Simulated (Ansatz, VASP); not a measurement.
One calculation of AgB2, two programs

```xyz
3
Lattice="3.0000 0.0000 0.0000 -1.5000 2.5981 0.0000 0.0000 0.0000 3.2400" Properties=species:S:1:pos:R:3 pbc="T T T"
Ag    0.0000    0.0000    0.0000
B     0.0000    1.7321    1.6200
B     1.5000    0.8660    1.6200
```

Alike in both runs: task relaxation of cell and atoms; functional PBE; k mesh 6 × 6 × 6; occupations gaussian, width 0.1 eV; no spin polarisation.

|  | VASP | Ansatz |
| --- | --- | --- |
| version | VASP 6.6.1 | Ansatz 0.2.0 |
| potentials or method | VASP PAW PBE potentials, release 64 (Ag, B) | scalar-relativistic, plane waves, PAW |
| plane-wave cutoff (eV) | 600 | 420 |
| valence electrons in the cell | 17 | 25 |

VASP gave:

| Property | Result |
| --- | --- |
| gap on the k mesh at the Fermi level, each at its own relaxed structure (eV) | none |
| relaxed volume (Å³/atom) | 10.69 |
| relaxed cell length with the largest relative difference (Å) | 3.020 |
| energy change over the relaxation (meV/atom) | -448 |

Task: What did Ansatz give for the same quantities?

Result: gap on the k mesh at the Fermi level, each at its own relaxed structure (eV): none; relaxed volume (Å³/atom): 10.71; relaxed cell length with the largest relative difference (Å): 3.023; energy change over the relaxation (meV/atom): -451.

A gap of «none» marks a metal or a gap that the smearing closes. The two sets of potentials don't hold the same shells in valence.

Caveats: the k mesh is coarse (spacing up to 0.40 Å⁻¹), so the values aren't converged; the volume moved by over 15 % at a fixed basis, so the end points are rough (VASP). PBE usually gives volumes a little too large and moduli too small. Zero-point motion and thermal expansion aren't in these numbers.
